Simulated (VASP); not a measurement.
Input:

```
NaH
1.0
    0.00000     2.41612     2.41612
    2.41612     0.00000     2.41612
    2.41612     2.41612     0.00000
Na H
1 1
Direct
  0.00000   0.00000   0.00000
  0.50000   0.50000   0.50000
```

These are PBE GGA, VASP's PBE PAW potentials (set 64) (plane waves; VASP) values and carry that method's errors. Run with 520 eV cut-off, Gaussian smearing of 0.050 eV, potentials Na_pv H.

Problem. What does the run give for the band gap (along the path) with the smallest direct gap where there is one?

Solution. 
```json
{
  "band gap (along the path)": "3.76 eV",
  "smallest direct gap (along the path)": "4.62 eV"
}
```

Only differences to runs with the same potentials and settings are physical.

The compound is NaH in the rock salt structure. It was relaxed first.
